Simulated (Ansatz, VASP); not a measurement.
# Si2Sb: VASP beside Ansatz, part 2 of 2

Wanted: the spread between two codes on one cell, functional and k mesh. The cell is invented: As first built, before any earlier steps moved the atoms (in the runner's words): it takes the YSi2 structure with some of its atoms replaced by other elements, volume scaled by an estimate. It may not be a known or stable phase. The cell is taken from a series of VASP runs on this material, whose earlier steps may have relaxed, scaled or displaced it; both programs get it as it stands. Other levels of theory on this material are compared in a session of their own.

VASP 6.6.1 and Ansatz 0.2.0.

So far: The starting structure; VASP: band structure, HSE06, spin-orbit coupling.

## (3) Ansatz: band structure, HSE06, spin-orbit coupling

Level of this step: Ansatz beside VASP: Kohn-Sham DFT, plane waves, HSE06, spin-orbit coupling (Ansatz).

Ansatz runs on its fully relativistic PAW (standard-fr) files.

The same cell, functional, mesh and smearing now go to Ansatz, which takes its cutoff from its data sets.

File input.yaml:

```yaml
crystal:
  lattice:
    - [4.0565899002, 0.0, 0.0]
    - [-2.0282949501, 3.5131099905, 0.0]
    - [0.0, 0.0, 4.4065027854]
  atoms:
    - { symbol: Sb, position: [0.0, 0.0, 0.0] }
    - { symbol: Si, position: [0.33333333, 0.66666667, 0.5] }
    - { symbol: Si, position: [0.66666667, 0.33333333, 0.5] }
hamiltonian:
  xc: { exchange: pbe, correlation: pbe, exx: { coeff: 0.25, omega: 0.2 } }
  pseudopotentials: { kind: paw_fr }
magnetization:
  noncollinear: true
  spin_orbit: true
kpoints:
  mp_grid: { grid: [4, 4, 3] }
  band_path:
    path:
      - [0.0, 0.0, 0.0]
      - [0.4, 0.0, 0.0]
      - [0.4, 0.2, 0.0]
      - [0.2, 0.2, 0.0]
      - [0.0, 0.0, 0.1]
      - [0.0, 0.0, 0.5]
      - [0.4, 0.0, 0.5]
      - [0.4, 0.2, 0.5]
      - [0.2, 0.2, 0.5]
      - [0.5, 0.0, 0.4]
      - [0.33333, 0.33333, 0.0]
      - [0.33333, 0.33333, 0.5]
    npoints: 1
scf:
  occupations: { method: gaussian, width: 0.02 }
  n_extra_bands: 14
output:
  forces: true
  stress: true
  eigenvalues: true
```

Started as:

```sh
ansatz run input.yaml --threads 4 --pin off --max-ram 9216MiB --backend cpu --events-out ev --progress --plain --runs-dir out
```

Numbers of over 12 decimals in the logs are rounded to 6 here.

What it wrote:

```text
Warning: output.stress: scf.convergence.dr2_threshold = 1e-7 eV (the SCF's general default) is looser than the 3e-10 eV advised for a printed stress (1e-10 eV for each atom of the cell: 3). What an SCF threshold leaves in a stress goes as its square root, and in the free energy as the threshold itself, and one threshold admits the most on a small cell: [figures from the program's tests cut] Set scf.convergence.dr2_threshold to 3e-10 eV or tighter. The threshold is an SCF's pass mark: one that does not reach it within its budget of iterations ends unconverged, or closes short of it on a stop that the run arms, and scf.convergence.dr2_threshold's page says what that costs each kind of run
Warning: output.stress: scf.exx.energy_threshold = 1e-6 eV is looser than the 3e-8 eV advised for a stress under a hybrid functional (1e-8 eV for each atom of the cell: 3). Every SCF of the exchange loop can meet its threshold on dr2 while the loop round them stops early: no threshold on dr2 bounds what that leaves in the stress. Set scf.exx.energy_threshold to 3e-8 eV or tighter. The threshold is the loop's pass mark: a loop that does not reach it within its budget of cycles ends unconverged, and scf.exx.energy_threshold's page has the law
scf.n_extra_bands = 14 over 23 filled bands (N_el = 23.0): the run solves 37 bands
Engine: ansatz 0.2.0, aarch64-unknown-linux-gnu
Pseudopotentials: kind: paw_fr
Pseudopotential: Sb, paw_fr, valence charge 15, recommended cutoff 420 eV (normal), Sb.paw.azcp#standard-fr
Pseudopotential: Si, paw_fr, valence charge 4, recommended cutoff 420 eV (normal), Si.paw.azcp#standard-fr
Functional definition: unnamed
  parameter a_1 = 0.25
  parameter omega_1 = 0.2/angstrom
  exchange = pbe_x + (-a_1)*pbe_x_sr(omega_1) + a_1*exact_x_sr(omega_1)
  correlation = pbe_c
non-collinear run that drives no moment, with spin-orbit: no starting moment large enough to seed its density (crystal.atoms[].spin), no starting occupations that ask for one, no magnetisation constraint and no magnetic field, so the semilocal B_xc is pinned to zero
Crystal: 3 atoms, lattice volume = 62.798 Å³
Basis set: ecut = 420 eV, 1215 PW (Γ), exchange–correlation on 60×60×60 points (8 copies of the dense FFT grid, shifted against one another)
Bands: 37, of which v1, the nominal top of the filled ones, is band 23 counted from 1 (22 counted from 0)
Symmetry: 24 space group operations + 24 with time reversal
Magnetic group: BNS 191.234 (UNI 1464), of the structure as read, at distance tolerance 4.0e-5 Å
k-points: 8 of 48
Projection manifold: j_resolved (fully-relativistic pseudo-atomic orbitals)
Non-local potential: Sb, projectors of the file, l = 0: 2, l = 1: 4, l = 2: 4, l = 3: 4
Non-local potential: Si, projectors of the file, l = 0: 2, l = 1: 4, l = 2: 4
PAW form: soft (Blöchl's): semilocal exchange-correlation on the pseudo side does not see the compensation charge
PAW frozen core: Sb, regenerated for the run's functional, and the local potential with it (the file was generated under x = pbe(κ = 0.804, μ = 0.219515), c = pbe(β = 0.066725))
PAW frozen core: Si, regenerated for the run's functional, and the local potential with it (the file was generated under x = pbe(κ = 0.804, μ = 0.219515), c = pbe(β = 0.066725))
PAW one-centre angular grid: Sb, 590 points (default); XC on 160 Gauss nodes
PAW one-centre angular grid: Si, 110 points (default); XC on 64 Gauss nodes
Initial density: superposition of atomic densities (chi_scale 0.1, normalization cell, long waves kept (reshape's long-wave potential 0.00 eV rms))
Initial wavefunctions: pseudopotential atomic-orbital guess
Functional: x = pbe(κ = 0.804, μ = 0.219515), c = pbe(β = 0.066725), warm-up for x = pbe(κ = 0.804, μ = 0.219515) + 0.25 (exact − pbe) at short range (hse, ω = 0.2 Å⁻¹), c = pbe(β = 0.066725)
SCF iter   1: F=—  HF=-7757.285193 eV  |F-HF|=—  |Δ(HF+E_count)|=         —  Δρ=3.42e-2  dr2=1.60e0  dr2_m=0.00e0 (ungated)  ethr=1.00e-1  |M|=0.00e0 ∫|m|=0.00e0 μB  |m|>n=0.0e0 m-floor=0.0e0 τ_xc=0.0e0  β_m=0.30  ⟨swp⟩=6.0  Hψ=1100  notcnv=0
preconditioner: auto → none  [insulator: Δε(μ)=0.037 eV  Ē_g=9.663 eV  σ=0.020 eV  W_gap=0.80  n_scr=20 (ndim 8)  ℏωp=16.9 eV  f_vac=0.000  D(μ)=7.57/eV (n_scr^D=108)]
iter 2 solved again at ethr=6.79e-4 eV; its pass at ethr=6.97e-3 eV (dr2=1.56e-1 eV) is discarded
SCF iter   2: F=—  HF=-7756.945524 eV  |F-HF|=—  |Δ(HF+E_count)|=   3.40e-1  Δρ=1.83e-2  dr2=1.55e-1  dr2_m=0.00e0 (ungated)  ethr=6.79e-4  |M|=0.00e0 ∫|m|=0.00e0 μB  |m|>n=0.0e0 m-floor=0.0e0 τ_xc=0.0e0  β_m=0.32  ⟨swp⟩=4.8  Hψ=1360  notcnv=0  defer=2
SCF iter   3: F=—  HF=-7756.922272 eV  |F-HF|=—  |Δ(HF+E_count)|=   2.33e-2  Δρ=1.14e-2  dr2=5.95e-2  dr2_m=0.00e0 (ungated)  ethr=6.74e-4  |M|=0.00e0 ∫|m|=0.00e0 μB  |m|>n=0.0e0 m-floor=0.0e0 τ_xc=0.0e0  β_m=0.57  ⟨swp⟩=2.2  Hψ=594  notcnv=0  defer=1
SCF iter   4: F=—  HF=-7756.909000 eV  |F-HF|=—  |Δ(HF+E_count)|=   1.33e-2  Δρ=6.00e-4  dr2=2.09e-4  dr2_m=0.00e0 (ungated)  ethr=2.59e-4  |M|=0.00e0 ∫|m|=0.00e0 μB  |m|>n=0.0e0 m-floor=0.0e0 τ_xc=0.0e0  β_m=0.69  ⟨swp⟩=4.2  Hψ=619  notcnv=0  defer=2
[...]
SCF iter   3: F=—  HF=-7757.236700 eV  |F-HF|=—  |Δ(HF+E_count)|=   1.63e-9  Δρ=2.86e-6  dr2=5.95e-7  dr2_m=0.00e0 (ungated)  ethr=1.67e-10  |M|=0.00e0 ∫|m|=0.00e0 μB  |m|>n=0.0e0 m-floor=0.0e0 τ_xc=0.0e0  β_m=0.57  ⟨swp⟩=3.0  Hψ=523  notcnv=0
SCF iter   4: F=—  HF=-7757.236718 eV  |F-HF|=—  |Δ(HF+E_count)|=   1.74e-5  Δρ=8.89e-6  dr2=6.53e-8  dr2_m=0.00e0 (ungated)  ethr=1.52e-11  |M|=0.00e0 ∫|m|=0.00e0 μB  |m|>n=0.0e0 m-floor=0.0e0 τ_xc=0.0e0  β_m=0.57  ⟨swp⟩=5.2  Hψ=1089  notcnv=0
SCF iter   5: F=-7757.236718 eV  HF=-7757.236718 eV  |F-HF|=3.81e-10  |Δ(HF+E_count)|=   1.86e-8  Δρ=3.97e-6  dr2=1.06e-8  dr2_m=0.00e0 (ungated)  ethr=1.52e-11  |M|=0.00e0 ∫|m|=0.00e0 μB  |m|>n=0.0e0 m-floor=0.0e0 τ_xc=0.0e0  ⟨swp⟩=4.0  Hψ=771  notcnv=0
SCF 4 converged in 5 iterations: F = -7757.236718 eV  dr2 = 1.06e-8
  Residual-converged pass: ⟨swp⟩=2.0  Hψ=359  notcnv=0  max |occ|·‖R‖ = 2.4e-6 eV (tolerance 2.4e-6 eV)  dr2=1.06e-8  dr2_m=0.00e0 (ungated)  dr2_onsite=1.11e-9  max |Δocc| = 3.5e-14
hybrid outer 3: dexx = +7.279e-8 eV, tail = 2.36e-8 eV, Δε = 1.12e-3 eV (about 2.10e-4 eV left of the loop's levels)
The result ahead of the solve for the band table, with the exchange loop's own table, told since no file at a place of the run's own has it by now; the run can take it back:
hybrid SCF converged: 3 outer / 15 inner (+9 warm-up), last move |dexx| = 7.28e-8 eV, tail = 2.36e-8 eV
Magnetization: |M| = 0.0000 μB,  M = (+0.0000, +0.0000, +0.0000) μB
Absolute magnetization: 0.0000 μB (∫|m|)
  site 0: m = (+0.0000, +0.0000, +0.0000) μB, |m| = 0.0000 μB  (R = 1.33 Å)
  site 1: m = (+0.0000, +0.0000, +0.0000) μB, |m| = 0.0000 μB  (R = 0.97 Å)
  site 2: m = (+0.0000, +0.0000, +0.0000) μB, |m| = 0.0000 μB  (R = 0.97 Å)
Free energy (F): -7757.236718 eV
Frozen-core exchange: fock
Harris-Foulkes:  -7757.236718 eV  (|F-HF|=3.81e-10)
Internal energy: -7757.236696 eV  (E = F + TS)
E sigma→0 (E₀):  -7757.236707 eV
Entropy (-TS):   -0.000022 eV (-0.007 meV/atom)
Fermi energy:    9.704044 eV
--- Per-component energies (eV) ---
  E_band       = -179.263248
  E_kinetic    = 285.219828
  E_local      = -1732.597292  (includes V_loc(G=0)·N_el)
  E_nonlocal   = 412.365190
  E_hartree    = 790.154657
  E_xc         = -201.247311
  E_vxc        = -154.053993  (∫ρ·V_xc dr)
  E_exx        = -51.264989  (= α·E_x^exact, valence–valence)
  E_paw        = -5599.206297  (= ΣΔE_a)
  E_vpaw       = -467.976700  (= ΣTr[D̂ρ^β])
  E_aug_tail   = 0.000013  (compensation charges beyond the density's cutoff)
  E_ewald      = -1660.573945
  E_core_change = -0.086549  (= ΣΔE_core)
  E_smearing   = -0.000022  (= −TS)
  E_closure    = 0.000000  (closes the sum)
  Σ components = -7757.236718   (vs F -7757.236718, Δ=0.00e0)
--- Forces (eV/Å), atoms counted from 1 ---
  atom   1  Sb     0.00000000    -0.00000000     0.00000000
  atom   2  Si     0.00000000    -0.00000000     0.00000000
  atom   3  Si     0.00000000     0.00000000    -0.00000000
  max |Σ_I F_I| component: 2.21e-23 eV/Å
--- Stress (GPa, compression-positive) ---
       -0.092967      -0.000000      -0.000000
       -0.000000      -0.092967      -0.000000
        0.000000      -0.000000      -1.684515
  P = ⅓ Tr σ = -0.6235 GPa (-6.235 kbar)
--- Band table (eV; the first three rows and the last of 8) ---
  k-point 0: bands = [... 19 lower, 6.5661, 8.2496, 8.2496, 8.5915, 8.5915, 8.8775, 8.8775, 12.6673, ... 5 higher]
  k-point 1: bands = [... 19 lower, 8.0680, 9.2385, 9.2385, 9.2914, 9.2914, 9.6062, 9.6062, 12.0476, ... 5 higher]
  k-point 2: bands = [... 19 lower, 5.1278, 7.7811, 7.7811, 10.6289, 10.6289, 11.5168, 11.5168, 11.6901, ... 5 higher]
  k-point 7: bands = [... 19 lower, 5.1811, 6.4958, 6.4958, 10.1303, 10.1303, 12.1181, 12.1181, 13.1089, ... 5 higher]
NSCF: frozen V_eff on 12 k-points
hybrid SCF converged: 3 outer / 15 inner (+9 warm-up), last move |dexx| = 7.28e-8 eV, tail = 2.36e-8 eV
Magnetization: |M| = 0.0000 μB,  M = (+0.0000, +0.0000, +0.0000) μB
Absolute magnetization: 0.0000 μB (∫|m|)
  site 0: m = (+0.0000, +0.0000, +0.0000) μB, |m| = 0.0000 μB  (R = 1.33 Å)
  site 1: m = (+0.0000, +0.0000, +0.0000) μB, |m| = 0.0000 μB  (R = 0.97 Å)
  site 2: m = (+0.0000, +0.0000, +0.0000) μB, |m| = 0.0000 μB  (R = 0.97 Å)
Free energy (F): -7757.236718 eV
Frozen-core exchange: fock
Harris-Foulkes:  -7757.236718 eV  (|F-HF|=3.81e-10)
Internal energy: -7757.236696 eV  (E = F + TS)
E sigma→0 (E₀):  -7757.236707 eV
Entropy (-TS):   -0.000022 eV (-0.007 meV/atom)
Fermi energy:    9.704044 eV
--- Per-component energies (eV) ---
  E_band       = -179.263248
  E_kinetic    = 285.219828
  E_local      = -1732.597292  (includes V_loc(G=0)·N_el)
  E_nonlocal   = 412.365190
  E_hartree    = 790.154657
  E_xc         = -201.247311
  E_vxc        = -154.053993  (∫ρ·V_xc dr)
  E_exx        = -51.264989  (= α·E_x^exact, valence–valence)
  E_paw        = -5599.206297  (= ΣΔE_a)
  E_vpaw       = -467.976700  (= ΣTr[D̂ρ^β])
  E_aug_tail   = 0.000013  (compensation charges beyond the density's cutoff)
  E_ewald      = -1660.573945
  E_core_change = -0.086549  (= ΣΔE_core)
  E_smearing   = -0.000022  (= −TS)
  E_closure    = 0.000000  (closes the sum)
  Σ components = -7757.236718   (vs F -7757.236718, Δ=0.00e0)
--- Forces (eV/Å), atoms counted from 1 ---
  atom   1  Sb     0.00000000    -0.00000000     0.00000000
  atom   2  Si     0.00000000    -0.00000000     0.00000000
  atom   3  Si     0.00000000     0.00000000    -0.00000000
  max |Σ_I F_I| component: 2.21e-23 eV/Å
--- Stress (GPa, compression-positive) ---
       -0.092967      -0.000000      -0.000000
       -0.000000      -0.092967      -0.000000
        0.000000      -0.000000      -1.684515
  P = ⅓ Tr σ = -0.6235 GPa (-6.235 kbar)
--- Band table (eV; the first three rows and the last of 8) ---
  k-point 0: bands = [... 19 lower, 6.5661, 8.2497, 8.2497, 8.5915, 8.5915, 8.8775, 8.8775, 12.6673, ... 10 higher]
  k-point 1: bands = [... 19 lower, 8.0680, 9.2385, 9.2385, 9.2914, 9.2914, 9.6062, 9.6062, 12.0476, ... 10 higher]
  k-point 2: bands = [... 19 lower, 5.1278, 7.7812, 7.7812, 10.6289, 10.6289, 11.5167, 11.5167, 11.6901, ... 10 higher]
  k-point 7: bands = [... 19 lower, 5.1811, 6.4958, 6.4958, 10.1303, 10.1303, 12.1181, 12.1181, 13.1088, ... 10 higher]
```

The job ended after 5 min (4 threads of Arm Neoverse V2, shared host; peak memory 1.2 GiB; 8.1 min of CPU time).

## (4) Side by side

Known differences besides the potentials themselves: spin-orbit coupling enters by fully relativistic files in Ansatz and inside the spheres in VASP; exact exchange at q = 0 is treated differently, which shows on coarse meshes; VASP keeps PBE cores, Ansatz makes them for the functional; the data sets hold 23 valence electrons in Ansatz (fully relativistic PAW (standard-fr) files) and 13 in VASP; the cutoff is 420 eV in Ansatz and 400 eV in VASP; VASP takes a coarser grid for exact exchange (PRECFOCK = Fast). Total energies have different zeros and are not compared.

Levels from 3 eV below to 2 eV above the Fermi level differ by 22 meV r.m.s. and 44 meV at most; each VASP level is matched to the nearest of Ansatz, which flatters the figure a little.

## (5) What came out

| Item | Value |
| --- | --- |
| r.m.s. difference of levels near the Fermi level (band structure, HSE06, spin-orbit coupling) | 22 meV |

**Reading.** The r.m.s. difference of levels near the Fermi level is 22 meV (band structure, HSE06, spin-orbit coupling), within the 80 meV picked in this series as the mark of a large difference. 6 further runs of this series are not shown here. How closely two codes agree says nothing of how well the functional describes the real material.

[Lines on the potential files, build, host, timing and source positions are cut from VASP's logs without a mark.]

[Logs are printed without paths, hosts, clocks, repeated set-up lines and the standing remarks that a program may print on its own settings, such as how far it seeks lower states.]

[Hosts, paths, dates, database ids (printed as entryN), source tags and the programs' standing remarks are cut or masked in the printed files.]
